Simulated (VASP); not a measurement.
Data:

```
CELL_PARAMETERS angstrom
     -2.40086     2.40086     1.36277
      2.40086    -2.40086     1.36277
      2.40086     2.40086    -1.36277
ATOMIC_POSITIONS crystal
  Ir 0.75000 0.25000 0.50000
  Ir 0.00000 0.00000 0.00000
```

Level of theory: PBEsol GGA, VASP's PBE PAW potentials (set 64) (plane waves; VASP 6.6.1). Settings: 400 eV cut-off, Gaussian smearing of 0.050 eV, potentials Ir.

Unless said otherwise, spin-orbit coupling is left out, though it shifts the bands of the heavy elements here.

Task: Estimate the band gap (along the path) with the smallest direct gap where there is one.

Result: 
```
Item                                                          Value
-------------------------  ----------------------------------------
band gap (along the path)  none (metal, semimetal or under 0.01 eV)
```

The absolute energy has meaning only against runs of the same code, potentials and settings.

The structure was generated: Ir was put into the beta-Sn type (I4_1/amd), which need not be its known phase. It was relaxed first, which changed the volume by +6 %.
